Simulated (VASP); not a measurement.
A convergence study with VASP on NiAl (space group Pm-3m): one setting is varied, all else stays as given below, so the limit is that of these other settings. Each run relaxes cell and ions from the cell shown. The basis is that of the starting cell, so low cut-offs carry a Pulay error.

```xyz
2
Lattice="2.8813 0.0000 0.0000 0.0000 2.8813 0.0000 0.0000 0.0000 2.8813" Properties=species:S:1:pos:R:3 pbc="T T T"
Al     1.4407     1.4407     1.4407
Ni     0.0000     0.0000     0.0000
```

All values below come from LDA (Ceperley-Alder, Perdew-Zunger), VASP's LDA PAW potentials (set 64) (plane waves; VASP 6.6.1). The tightest run used: 600 eV cut-off, 11×11×11 Γ-centred mesh, Fermi-Dirac smearing of 0.10 eV, potentials Al Ni.

Q: The settings run are ENCUT = 180; ENCUT = 210; ENCUT = 255; ENCUT = 300; ENCUT = 360; ENCUT = 450; ENCUT = 600. From which on does the relaxed volume stay within 0.1 Å³/atom of the tightest run?

A: From ENCUT = 300 on: it is off by 0.002 there and by no more than 0.1 in any finer run, while ENCUT = 255 is off by 0.131.
```json
[
 {"setting": "ENCUT = 180", "relaxed volume (Å³/atom)": "9.617", "E (eV/atom)": "-6.4220", "plane waves": "141", "difference judged (Å³/atom)": "1.775"},
 {"setting": "ENCUT = 210", "relaxed volume (Å³/atom)": "10.519", "E (eV/atom)": "-6.1641", "plane waves": "174", "difference judged (Å³/atom)": "0.873"},
 {"setting": "ENCUT = 255", "relaxed volume (Å³/atom)": "11.261", "E (eV/atom)": "-6.0997", "plane waves": "251", "difference judged (Å³/atom)": "0.131"},
 {"setting": "ENCUT = 300", "relaxed volume (Å³/atom)": "11.394", "E (eV/atom)": "-6.0989", "plane waves": "292", "difference judged (Å³/atom)": "0.002"},
 {"setting": "ENCUT = 360", "relaxed volume (Å³/atom)": "11.375", "E (eV/atom)": "-6.0996", "plane waves": "382", "difference judged (Å³/atom)": "0.017"},
 {"setting": "ENCUT = 450", "relaxed volume (Å³/atom)": "11.393", "E (eV/atom)": "-6.0965", "plane waves": "528", "difference judged (Å³/atom)": "0.001"},
 {"setting": "ENCUT = 600", "relaxed volume (Å³/atom)": "11.392", "E (eV/atom)": "-6.0964", "plane waves": "812", "difference judged (Å³/atom)": "0.000"}
]
```

Left out are rungs that failed or repeat a setting and relaxations that didn't move; long series are thinned to 24 rows.

The structure is a typed NiAl crystal (space group no. 221). The run is not spin-polarised, so no magnetic state was tried. The electron count is odd and the run is not spin-polarised, which forces a metal.
